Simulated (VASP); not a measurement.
# ReC6 (Fm-3m) in VASP: further runs

Runs on ReC6. Level: PBE. Tasks: single point, relaxation of cell and atoms.

Program: VASP 6.6.1. These are calculated values, not measurements. Logs are shortened: lines on timing, memory, paths and dates and some standing lists are left out, and cuts for length are marked.

## Step 1: The structure

Symmetry: Fm-3m, No. 225, cubic system. Conventional cell: a = 6.131 Å, b = 6.131 Å, c = 6.131 Å, α = 90.00°, β = 90.00°, γ = 90.00°. Re (site symmetry m-3m) has 12 C at 2.17 Å as nearest neighbours. C (site symmetry mmm) has 2 Re at 2.17 Å and 8 C at 2.17 Å as nearest neighbours.

The cell was built by a generator and needn't be a form met in nature.

## Step 2: Single point, PBE

Contents of INCAR:

```
PREC     = Accurate       # precision mode
ENCUT    = 520            # plane-wave cutoff, eV
EDIFF    = 1E-6           # SCF threshold, eV
ISMEAR   = 0              # smearing method
SIGMA    = 0.1            # smearing width, eV
LREAL    = F              # projectors in reciprocal space
LASPH    = T              # aspherical terms in the spheres
NELM     = 100            # most SCF steps
ALGO     = Fast           # electronic algorithm
ISIF     = 2              # what is computed and relaxed
LWAVE    = F              # write WAVECAR
LCHARG   = F              # write CHGCAR
GGA      = PE             # functional
NBANDS   = 24             # bands
```

Contents of KPOINTS:

```
Automatic mesh
0
Gamma
  10 10 10
```

Contents of POSCAR:

```
ReC6
1.0
    0.0000000000      3.0657012951      3.0657012951
    3.0657012951      0.0000000000      3.0657012951
    3.0657012951      3.0657012951      0.0000000000
Re C
1 6
Direct
    0.0000000000      0.0000000000      0.0000000000
    0.5000000000      0.5000000000      0.0000000000
    0.5000000000      0.0000000000      0.5000000000
    0.0000000000      0.0000000000      0.5000000000
    0.0000000000      0.5000000000      0.0000000000
    0.0000000000      0.5000000000      0.5000000000
    0.5000000000      0.0000000000      0.0000000000
```

Potentials or basis: VASP PAW PBE potentials, release 64 (Re, C).

On the command line:

```sh
cat potpaw_PBE.64/Re/POTCAR potpaw_PBE.64/C/POTCAR > POTCAR
mpirun -np 1 vasp_std > vasp.out
```

OUTCAR:

```text
PREC = Accurate
   ENCUT = 520
   EDIFF = 1E-6
   ISMEAR = 0
   LREAL = F
   LASPH = T
   NELM = 100
   ISIF = 2
   GGA = PE

 ion  position               nearest neighbor table
   1  0.000  0.000  0.000-   4 2.17   5 2.17   7 2.17   3 2.17   4 2.17   6 2.17   2 2.17   5 2.17
                             6 2.17   2 2.17   3 2.17   7 2.17
   2  0.500  0.500  0.000-   1 2.17   1 2.17
   3  0.500  0.000  0.500-   1 2.17   1 2.17
   4  0.000  0.000  0.500-   1 2.17   1 2.17
   5  0.000  0.500  0.000-   1 2.17   1 2.17
   6  0.000  0.500  0.500-   1 2.17   1 2.17
   7  0.500  0.000  0.000-   1 2.17   1 2.17

  LATTYP: Found a face centered cubic cell.
 ALAT       =     6.1314025902

  Lattice vectors:

 A1 = (   0.0000000000,   3.0657012951,   3.0657012951)
 A2 = (   3.0657012951,   0.0000000000,   3.0657012951)
 A3 = (   3.0657012951,   3.0657012951,   0.0000000000)

Analysis of symmetry for initial positions (statically):
=====================================================================
 Subroutine PRICEL returns:
 Original cell was already a primitive cell.

 Routine SETGRP: Setting up the symmetry group for a
 face centered cubic supercell.

 Subroutine GETGRP returns: Found 48 space group operations
 (whereof 48 operations were pure point group operations)
 out of a pool of 48 trial point group operations.

The static configuration has the point symmetry O_h .

Analysis of symmetry for dynamics (positions and initial velocities):
=====================================================================
 Subroutine PRICEL returns:
 Original cell was already a primitive cell.

 Routine SETGRP: Setting up the symmetry group for a
 face centered cubic supercell.

 Subroutine GETGRP returns: Found 48 space group operations
 (whereof 48 operations were pure point group operations)
 out of a pool of 48 trial point group operations.

The dynamic configuration has the point symmetry O_h .

 Subroutine INISYM returns: Found 48 space group operations
 (whereof 48 operations are pure point group operations),
 and found     1 'primitive' translations

----------------------------------------------------------------------------------------

                                     Primitive cell

  volume of cell :      57.6261

  direct lattice vectors                    reciprocal lattice vectors
     0.000000000  3.065701295  3.065701295    -0.163094820  0.163094820  0.163094820
     3.065701295  0.000000000  3.065701295     0.163094820 -0.163094820  0.163094820
     3.065701295  3.065701295  0.000000000     0.163094820  0.163094820 -0.163094820

  length of vectors
     4.335556350  4.335556350  4.335556350     0.282488514  0.282488514  0.282488514

  position of ions in fractional coordinates (direct lattice)
     0.000000000  0.000000000  0.000000000
     0.500000000  0.500000000  0.000000000
     0.500000000  0.000000000  0.500000000
     0.000000000  0.000000000  0.500000000
     0.000000000  0.500000000  0.000000000
     0.000000000  0.500000000  0.500000000
     0.500000000  0.000000000  0.000000000

  ion indices of the primitive-cell ions
   primitive index   ion index
                 1           1
                 2           2
                 3           3
                 4           4
                 5           5
                 6           6
                 7           7

----------------------------------------------------------------------------------------

 KPOINTS: Automatic mesh

Automatic generation of k-mesh.
 Grid dimensions read from file:
 generate k-points for:   10   10   10

 Generating k-lattice:

  Cartesian coordinates                     Fractional coordinates (reciprocal lattice)
    -0.016309482  0.016309482  0.016309482     0.100000000  0.000000000  0.000000000
     0.016309482 -0.016309482  0.016309482     0.000000000  0.100000000  0.000000000
     0.016309482  0.016309482 -0.016309482     0.000000000  0.000000000  0.100000000

  Length of vectors
     0.028248851  0.028248851  0.028248851

  Shift w.r.t. Gamma in fractional coordinates (k-lattice)
     0.000000000  0.000000000  0.000000000

 Subroutine IBZKPT returns following result:
 ===========================================

 Found     47 irreducible k-points:

 Following reciprocal coordinates:
            Coordinates               Weight
  0.000000  0.000000  0.000000      1.000000
  0.100000  0.000000  0.000000      8.000000
  0.200000  0.000000  0.000000      8.000000
  0.300000  0.000000  0.000000      8.000000
  0.400000  0.000000  0.000000      8.000000
  0.500000  0.000000  0.000000      4.000000
[... 16 lines left out ...]
  0.300000  0.300000  0.000000      6.000000
  0.400000  0.300000  0.000000     24.000000
 [... further k-points ...]
   k-points           NKPTS =     47   k-points in BZ     NKDIM =     47   number of bands    NBANDS=     24
   number of dos      NEDOS =    301   number of ions     NIONS =      7
   total plane-waves  NPLWV =  32768
   dimension x,y,z NGX =    32 NGY =   32 NGZ =   32
   dimension x,y,z NGXF=    64 NGYF=   64 NGZF=   64
   ions per type =               1   6
   NGX,Y,Z   is equivalent  to a cutoff of  12.27, 12.27, 12.27 a.u.
   NGXF,Y,Z  is equivalent  to a cutoff of  24.54, 24.54, 24.54 a.u.
 SYSTEM =  unknown system
   PREC   = accura    normal or accurate (medium, high low for compatibility)
   ISTART =      0    job   : 0-new  1-cont  2-samecut
   ICHARG =      2    charge: 1-file 2-atom 10-const
   ISPIN  =      1    spin polarized calculation?
   LNONCOLLINEAR =      F non collinear calculations
   LSORBIT =      F    spin-orbit coupling
   LASPH  =      T    aspherical Exc in radial PAW
   ENCUT  =  520.0 eV  38.22 Ry    6.18 a.u.   8.06  8.06  8.06*2*pi/ulx,y,z
   NELM   =    100;   NELMIN=  2; NELMDL= -5     # of ELM steps
   EDIFF  = 0.1E-05   stopping-criterion for ELM
   LREAL  =      F    real-space projection
   EDIFFG = 0.1E-04   stopping-criterion for IOM
   NSW    =      0    number of steps for IOM
   IBRION =     -1    ionic relax: 0-MD 1-quasi-New 2-CG
   NFREE  =      0    steps in history (QN), initial steepest desc. (CG)
   ISIF   =      2    stress and relaxation
   ISYM   =      2    0-nonsym 1-usesym 2-fastsym
   POTIM  = 0.5000    time-step for ionic-motion
   TEBEG  =    0.0;   TEEND  =   0.0 temperature during run
   PSTRESS=    0.0 pullay stress
   NELECT =      31.0000    total number of electrons
   NUPDOWN=      -1.0000    fix difference up-down
   EMIN   =  10.00;   EMAX   =-10.00  energy-range for DOS
   EFERMI =   0.00;   METHOD = LEGACY
   ISMEAR =     0;   SIGMA  =   0.10  broadening in eV -4-tet -1-fermi 0-gaus
   EFERMI_NEDOS =   21; number of points for ismear=-14 and -15
   IALGO  =     68    algorithm
   IMIX   =      4    mixing-type and parameters
     AMIX     =   0.40;   BMIX     =  1.00
     AMIX_MAG =   1.60;   BMIX_MAG =  1.00
  volume/ion in A,a.u.               =       8.23        55.55
  Fermi-wavevector in a.u.,A,eV,Ry     =   1.331442  2.516060 24.119559  1.772738
  Thomas-Fermi vector in A             =   2.460453
   LORBIT       =      0    0 simple, 1 ext, 2 COOP (PROOUT), +10 PAW based schemes
   GGA     = PE    functional components
   LHFCALC =     F    Hartree Fock is set to
   AEXX    =    0.0000 exact exchange contribution
   IVDW    =     0    specifies the selected vdW correction
   LEPSILON=     F    determine dielectric tensor
   LRPA    =     F    only Hartree local field effects (RPA)
 non-spin polarized calculation
 RMM-DIIS sequential band-by-band and
 Gauss-broadening in eV      SIGMA  =   0.10
  energy-cutoff  :      520.00
  volume of cell :       57.63
 maximum number of plane-waves:      1572
   NGX = 17   NGY = 17   NGZ = 17

 number of electron      30.9999999 magnetization

 Free energy of the ion-electron system (eV)
  ---------------------------------------------------
  ext. energy  EPLUGINS =         0.00000000
  ---------------------------------------------------
  free energy    TOTEN  =       -45.70340240 eV

  energy without entropy =      -45.69418523  energy(sigma->0) =      -45.69879382

 E-fermi :   7.9485     XC(G=0): -12.7384

 val. band max:        7.9469231727   @ k =  -0.4000   0.4000   0.0000
 cond. band min:       7.9676698039   @ k =   0.5000   0.2000   0.0000
 fundamental gap:      0.0207466312
 Fermi energy:         7.9484646246

 k-point     1 :       0.0000    0.0000    0.0000
  band No.  band energies     occupation
      1      -9.9717      2.00000
      2      -3.2256      2.00000
      3      -3.2256      2.00000
      4      -3.2256      2.00000
      5      -1.1253      2.00000
      6       0.1816      2.00000
[... 16 lines left out ...]
     23      13.7624      0.00000
     24      13.8175      0.00000

 k-point     2 :       0.1000    0.0000    0.0000
  band No.  band energies     occupation
      1      -9.8627      2.00000
      2      -3.7231      2.00000
      3      -3.1785      2.00000
      4      -3.1785      2.00000
      5      -0.5965      2.00000
      6      -0.0970      2.00000
[... 16 lines left out ...]
     23      13.7205      0.00000
     24      13.9352      0.00000

 k-point     3 :       0.2000    0.0000    0.0000
  band No.  band energies     occupation
      1      -9.5420      2.00000
      2      -4.6135      2.00000
      3      -3.0516      2.00000
      4      -3.0516      2.00000
      5      -0.5840      2.00000
      6      -0.5840      2.00000
[... 16 lines left out ...]
     23      13.5302      0.00000
     24      13.5908      0.00000
[... 514 lines left out ...]
 k-point    23 :       0.3000    0.3000    0.0000
  band No.  band energies     occupation
      1      -8.6925      2.00000
      2      -5.0766      2.00000
      3      -3.4944      2.00000
      4      -3.2933      2.00000
      5      -3.2933      2.00000
      6      -0.2482      2.00000
[... 16 lines left out ...]
     23      12.6722      0.00000
     24      12.6727      0.00000

 k-point    24 :       0.4000    0.3000    0.0000
  band No.  band energies     occupation
      1      -8.1931      2.00000
      2      -5.4636      2.00000
      3      -4.1864      2.00000
      4      -3.2760      2.00000
      5      -3.2537      2.00000
      6      -0.3750      2.00000
[... 16 lines left out ...]
     23      12.3296      0.00000
     24      12.4285      0.00000

 [... further k-points ...]

------------------------ aborting loop because EDIFF is reached ----------------------------------------

  FORCE on cell =-STRESS in cart. coord.  units (eV):
  Direction    XX          YY          ZZ          XY          YZ          ZX
  --------------------------------------------------------------------------------------
  -------------------------------------------------------------------------------------
  Total        0.9621549      0.9621549      0.9621549      0.0000000      0.0000000      0.0000000
  in kB       26.7507562     26.7507562     26.7507562      0.0000000      0.0000000      0.0000000
  external PRESSURE =      26.7507562 kB  Pullay stress =       0.0000000 kB

 VOLUME and BASIS-vectors are now :
 -----------------------------------------------------------------------------
  energy-cutoff  :      520.00
  volume of cell :       57.63
      direct lattice vectors                 reciprocal lattice vectors
     0.000000000  3.065701295  3.065701295    -0.163094820  0.163094820  0.163094820
     3.065701295  0.000000000  3.065701295     0.163094820 -0.163094820  0.163094820
     3.065701295  3.065701295  0.000000000     0.163094820  0.163094820 -0.163094820

 POSITION                                       TOTAL-FORCE (eV/Angst)
 -----------------------------------------------------------------------------------
      0.00000      0.00000      0.00000         0.000000     -0.000000     -0.000000
      1.53285      1.53285      3.06570         0.000000      0.000000     -0.000000
      1.53285      3.06570      1.53285         0.000000     -0.000000      0.000000
      1.53285      1.53285      0.00000        -0.000000     -0.000000     -0.000000
      1.53285      0.00000      1.53285        -0.000000     -0.000000     -0.000000
      3.06570      1.53285      1.53285        -0.000000      0.000000      0.000000
      0.00000      1.53285      1.53285         0.000000      0.000000     -0.000000
 -----------------------------------------------------------------------------------
    total drift:                               -0.000000     -0.000000      0.000000

  FREE ENERGIE OF THE ION-ELECTRON SYSTEM (eV)
  ---------------------------------------------------
  free  energy   TOTEN  =       -45.7034023991 eV

  energy  without entropy=      -45.6941852349  energy(sigma->0) =      -45.69879382
```

Wall time 65 s (1 thread of Intel Xeon 6975P-C (Granite Rapids), shared host); peak memory 0.21 GiB.

What came out:

```
Free energy            : -45.7034 eV
Pressure               : 2.7 GPa
Band gap on the k mesh : none (metal or under the smearing width)
```

Levels at points of the mesh, in eV from the Fermi level:
```
           k point  band 12  band 13  band 14  band 15  band 16  band 17  band 18  band 19
(0.00, 0.00, 0.00)    -5.37    -5.37     1.45     1.45     1.45     1.52     1.52     1.52
(0.50, 0.00, 0.00)    -2.77    -1.91    -0.29    -0.29    -0.25     1.52     1.52     1.87
(0.50, 0.50, 0.00)    -1.68    -1.57    -0.98    -0.98    -0.73     0.26     1.21     1.21
```

## Step 3: Relaxation of cell and atoms, PBE (species swapped into the Zn6Mo type (Fm-3m, No. 225))

Contents of INCAR:

```
SYSTEM = ReC6
ALGO     = Fast           ! electronic algorithm
EDIFF    = 1E-6           ! SCF threshold, eV
EDIFFG   = -0.01          ! ionic threshold
ENCUT    = 600            ! plane-wave cutoff, eV
GGA      = PE             ! functional
IBRION   = 2              ! ionic algorithm
ISIF     = 3              ! what is computed and relaxed
ISMEAR   = 0              ! smearing method
LASPH    = .True.         ! aspherical terms in the spheres
LCHARG   = .False.        ! write CHGCAR
LREAL    = .False.        ! projectors in reciprocal space
LWAVE    = .False.        ! write WAVECAR
NELM     = 100            ! most SCF steps
NSW      = 100            ! ionic steps
PREC     = Accurate       ! precision mode
SIGMA    = 0.1            ! smearing width, eV
```

Contents of KPOINTS:

```
k-points
0
Gamma
  10 10 10
  0 0 0
```

POSCAR is that of step 2.

Potentials or basis: VASP PAW PBE potentials, release 64 (Re, C).

On the command line:

```sh
cat potpaw_PBE.64/Re/POTCAR potpaw_PBE.64/C/POTCAR > POTCAR
mpirun -np 1 vasp_std > vasp.out
```

Run time: 2.7 min. Hardware: 1 thread of Intel Xeon 6975P-C (Granite Rapids), shared host; peak memory 0.25 GiB.

It converged, with:

- Free energy: -45.7111 eV
- Relaxed volume: 8.31 Å³/atom
- Relaxed cell: a = 4.350 Å, b = 4.350 Å, c = 4.350 Å, α = 60.00°, β = 60.00°, γ = 60.00°
- Space group after relaxing (to 0.05 Å): Fm-3m (No. 225)
- Energy gained by relaxing: 0.6 meV/atom
- Ionic steps: 3
- Pressure after relaxing: 0.0 GPa
- Band gap on the k mesh: none (metal or under the smearing width)

The path:
| step | energy change (eV) | largest force (eV/Å) | pressure (GPa) | volume (Å³) |
| --- | --- | --- | --- | --- |
| 1 | 0.0000 | 0.0000 | 2.55 | 57.63 |
| 2 | -0.0008 | 0.0000 | -2.26 | 58.73 |
| 3 | -0.0045 | 0.0000 | 0.02 | 58.20 |

Final structure:
```
Re C
1.0
     0.00000    3.07582    3.07582
     3.07582    0.00000    3.07582
     3.07582    3.07582    0.00000
Re C
1 6
Direct
  0.00000 0.00000 0.00000
  0.50000 0.50000 0.00000
  0.50000 0.00000 0.50000
  0.00000 0.00000 0.50000
  0.00000 0.50000 0.00000
  0.00000 0.50000 0.50000
  0.50000 0.00000 0.00000
```

Levels at points of the mesh, in eV from the Fermi level:
```csv
k point,band 12,band 13,band 14,band 15,band 16,band 17,band 18,band 19
"(0.00, 0.00, 0.00)",-5.30,-5.30,1.41,1.44,1.52,1.53,1.53,1.76
"(0.50, 0.00, 0.00)",-2.74,-1.87,-0.28,-0.28,-0.24,1.52,1.71,1.85
"(0.50, 0.50, 0.00)",-1.64,-1.55,-0.95,-0.95,-0.69,0.28,1.21,1.35
```
